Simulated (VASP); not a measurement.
Given:

```
InSb
1.0
    0.00000     3.28316     3.28316
    3.28316     0.00000     3.28316
    3.28316     3.28316     0.00000
In Sb
1 1
Cartesian
  6.56632   6.56632   6.56632
  1.64158   1.64158   1.64158
```

Level of theory: PBE0 hybrid, VASP's PBE PAW potentials (set 64) (plane waves; VASP). Numerical set-up: 520 eV cut-off, 6×6×6 Γ-centred mesh, Gaussian smearing of 0.050 eV, potentials In_d Sb.

Unless said otherwise, spin-orbit coupling is left out, though it shifts the bands of the heavy elements here.

Question: Estimate the energy per atom (σ→0), pressure, band gap (on the k-mesh) with the smallest direct gap where there is one.

Answer: 
```yaml
band gap (on the k-mesh): 0.80 eV
smallest direct gap (on the k-mesh): 0.80 eV
energy per atom (σ→0): -449.6 kJ/mol of atoms
pressure: -1.13 GPa
```

The compound is InSb in the zinc blende structure. This cell is one point of a volume scan, at 0.97 of the reference volume. The cell's shape comes from a PBE relaxation.
